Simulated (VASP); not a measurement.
Computed with AM05 GGA, VASP's PBE PAW potentials (set 64) (plane waves; VASP 6.6.1).

VASP ran on this input.

File KPOINTS:
```
kpoints
0
Gamma
 15 15 8
0 0 0
```

**POSCAR**
```
Re
1
    1.3712827466    -2.3751312764     0.0000000000
    1.3712827466     2.3751312764     0.0000000000
    0.0000000000     0.0000000000     4.4379648536
Re
2
Direct
  0.3333330000   0.6666670000   0.2500000000
  0.6666670000   0.3333330000   0.7500000000
```

INCAR:
```
# general
SYSTEM  = Re
PREC    = Accurate
ENCUT   = 520   # plane-wave cut-off (eV)
LREAL   = .FALSE.   # projection in real space or not
LASPH   = .TRUE.

# electronic loop
EDIFF   = 1E-7
NELM    = 100
ALGO    = Normal   # blocked Davidson
LMAXMIX = 6

# smearing
ISMEAR  = 1
SIGMA   = 0.1

# functional
GGA     = AM

# ions
IBRION  = 2   # conjugate gradients
NSW     = 30   # most ionic steps
ISIF    = 4   # ions and shape, fixed volume
EDIFFG  = -0.01   # ionic stop

# output
LWAVE   = .FALSE.
LCHARG  = .FALSE.
```

POTCAR, in this order: Re (PBE.64 set). Program: vasp_std.

Unless said otherwise, spin-orbit coupling is left out, though it shifts the bands of the heavy elements here.

### Question
Predict the energy per atom (σ→0), band gap (on the k-mesh).

### Answer

```
Property                                                    Result
------------------------  ----------------------------------------
energy per atom (σ→0)                              -13.141 eV/atom
band gap (on the k-mesh)  none (metal, semimetal or under 0.01 eV)
```

File OSZICAR:
```
...
   2 F= -.26280963E+02 E0= -.26281182E+02  d E =0.312118E-04
       N       E                     dE             d eps       ncg     rms          rms(c)
DAV:   1    -0.262811520821E+02   -0.18884E-03   -0.94770E-03  4519   0.358E+00    0.528E-02
DAV:   2    -0.262810723697E+02    0.79712E-04   -0.11391E-04  5449   0.141E-01    0.259E-02
DAV:   3    -0.262810488980E+02    0.23472E-04   -0.52400E-05  5640   0.101E-01    0.459E-03
DAV:   4    -0.262810489852E+02   -0.87235E-07   -0.15199E-06  4722   0.140E-02    0.165E-03
DAV:   5    -0.262810489566E+02    0.28586E-07   -0.77841E-09  2304   0.461E-03
   3 F= -.26281049E+02 E0= -.26281275E+02  d E =-.545643E-04
```

The compound is Re in the hcp structure. This run relaxes it. Symmetry was kept, so distortions that lower it aren't found.
